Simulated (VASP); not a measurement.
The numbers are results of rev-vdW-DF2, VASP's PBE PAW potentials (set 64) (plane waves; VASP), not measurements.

The input files of a VASP run:

**POSCAR**
```
MnS
1
    5.0755600565     2.5284688887     2.5284688887
    2.5284688887     5.0755600565     2.5284688887
    2.5284688887     2.5284688887     5.0755600565
Mn S
2 2
Direct
  0.0000000000   0.0000000000   0.0000000000
  0.5000000000   0.5000000000   0.5000000000
  0.2500000000   0.2500000000   0.2500000000
  0.7500000000   0.7500000000   0.7500000000
```

**INCAR**
```
SYSTEM = MnS
PREC = Accurate
ENCUT = 520
EDIFF = 1E-7
NELM = 100
ALGO = Normal
LREAL = .FALSE.
LASPH = .TRUE.
ISMEAR = 0
SIGMA = 0.05
GGA = MK
PARAM1 = 0.1234568
PARAM2 = 0.7114
ZAB_VDW = -1.8867
LUSE_VDW = .TRUE.
AGGAC = 0.0
LMAXMIX = 4
ISPIN = 2
MAGMOM = 4.1 -4.1 0.0 0.0
LORBIT = 11
LWAVE = .FALSE.
LCHARG = .FALSE.
ICHARG = 11
```

KPOINTS:
```
k-points along high-symmetry lines
12
Line-mode
Reciprocal
  0.000000   0.000000   0.000000 ! GAMMA
  0.500000   0.500000   0.500000 ! T

  0.500000   0.500000   0.500000 ! T
  0.812500   0.187500   0.500000 ! H_2

  0.500000  -0.187500   0.187500 ! H_0
  0.500000  -0.000000  -0.000000 ! L

  0.500000  -0.000000  -0.000000 ! L
  0.000000   0.000000   0.000000 ! GAMMA

  0.000000   0.000000   0.000000 ! GAMMA
  0.343750  -0.343750   0.000000 ! S_0

  0.656250  -0.000000   0.343750 ! S_2
  0.500000   0.000000   0.500000 ! F

  0.500000   0.000000   0.500000 ! F
  0.000000   0.000000   0.000000 ! GAMMA
```

POTCAR, in this order: Mn_pv S (PBE.64 set). Program: vasp_std. Read from the step before: CHGCAR.

Output

### OSZICAR
```
       N       E                     dE             d eps       ncg     rms          rms(c)
DAV:   1     0.377528930655E+03    0.37753E+03   -0.22098E+04  8144   0.183E+03
DAV:   2     0.104491737689E+02   -0.36708E+03   -0.36218E+03  7959   0.487E+02
DAV:   3    -0.175601015954E+02   -0.28009E+02   -0.27290E+02 10530   0.125E+02
DAV:   4    -0.184381158776E+02   -0.87801E+00   -0.83078E+00  8192   0.210E+01
DAV:   5    -0.184650299818E+02   -0.26914E-01   -0.26911E-01  9877   0.374E+00
DAV:   6    -0.184656425667E+02   -0.61258E-03   -0.61258E-03  8840   0.595E-01
DAV:   7    -0.184656710888E+02   -0.28522E-04   -0.28522E-04 10880   0.124E-01
DAV:   8    -0.184656721945E+02   -0.11057E-05   -0.11057E-05  9002   0.181E-02
DAV:   9    -0.184656722601E+02   -0.65608E-07   -0.65610E-07  8138   0.392E-03
   1 F= -.18465672E+02 E0= -.18465672E+02  d E =-.154918E-10  mag=     0.0000
```

OUTCAR:
```



 magnetization (x)

# of ion       s       p       d       tot
------------------------------------------
    1        0.017   0.009   3.995   4.021
    2       -0.017  -0.009  -3.995  -4.021
    3        0.000   0.000   0.000   0.000
    4        0.000   0.000   0.000   0.000
--------------------------------------------------
tot          0.000   0.000   0.000   0.000
```
(Selected blocks of OUTCAR.)

**OUTCAR**
```
 val. band max:        7.0935878701   @ k =   0.5000   0.5000   0.5000

 cond. band min:       7.5266190998   @ k =   0.5000   0.0000   0.0000



 spin component 1

 k-point     1 :       0.0000    0.0000    0.0000
  band No.  band energies     occupation
      1     -42.9502      1.00000
      2     -42.9502      1.00000
      3     -42.9454      1.00000
      4     -38.7574      1.00000
      5     -38.7574      1.00000
      6     -38.7293      1.00000
      7      -7.5109      1.00000
      8      -5.9811      1.00000
      9       0.2165      1.00000
     10       2.7622      1.00000
     11       2.7622      1.00000
     12       4.3539      1.00000
     13       4.3539      1.00000
     14       4.5556      1.00000
     15       5.5388      1.00000
     16       5.5388      1.00000
     17       5.5938      1.00000
     18       5.6825      1.00000
     19       5.6825      1.00000
     20       8.0121      0.00000
     21       8.0121      0.00000
     22       8.1615      0.00000
     23       9.8042      0.00000

 k-point     2 :       0.0455    0.0455    0.0455
  band No.  band energies     occupation
      1     -42.9502      1.00000
      2     -42.9502      1.00000
      3     -42.9454      1.00000
      4     -38.7574      1.00000
      5     -38.7574      1.00000
      6     -38.7293      1.00000
      7      -7.5051      1.00000
      8      -5.9922      1.00000
      9       0.2381      1.00000
     10       2.7662      1.00000
     11       2.7662      1.00000
     12       4.3543      1.00000
     13       4.3543      1.00000
     14       4.5440      1.00000
     15       5.4195      1.00000
     16       5.4195      1.00000
     17       5.5611      1.00000
     18       5.8045      1.00000
     19       5.8045      1.00000
     20       8.0104      0.00000
     21       8.0104      0.00000
     22       8.1602      0.00000
     23       9.7919      0.00000

...
```

The density is held fixed in this step, so its total energy and stress have no physical meaning.

The compound is MnS in the rock salt, AFM-II order structure. It was relaxed first, which changed the volume by -8 %.
